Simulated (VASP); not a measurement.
Here is the system:

```
CELL_PARAMETERS angstrom
      1.77392    -3.07251     0.00000
      1.77392     3.07251     0.00000
      0.00000     0.00000     5.44733
ATOMIC_POSITIONS crystal
  Ho 0.33333 0.66667 0.25000
  Ho 0.66667 0.33333 0.77754
```

Method: PBEsol GGA, VASP's PBE PAW potentials (set 64) (plane waves; VASP). Numerical set-up: 480 eV cut-off, 12×12×6 Γ-centred mesh, first-order Methfessel-Paxton smearing of 0.10 eV, potentials Ho_3.

The 4f electrons are frozen in the core of the lanthanide potential, so 4f levels, which can set the real gap, and their magnetism are missing.

Question: Which forces act on the atoms, in eV/Å?

Answer: 
| atom | Fx | Fy | Fz |
|---|---|---|---|
| Ho1 | 0.000 | 0.000 | 0.667 |
| Ho2 | 0.000 | 0.000 | -0.667 |

Question: Give the stress tensor in GPa (positive for a compressed cell).

Answer: 
```
-0.32   0.00   0.00
 0.00  -0.32   0.00
 0.00   0.00   1.18
```
The pressure is its mean diagonal, 0.18 GPa.

The compound is Ho in the hcp structure. This cell was strained or had an atom moved on purpose.
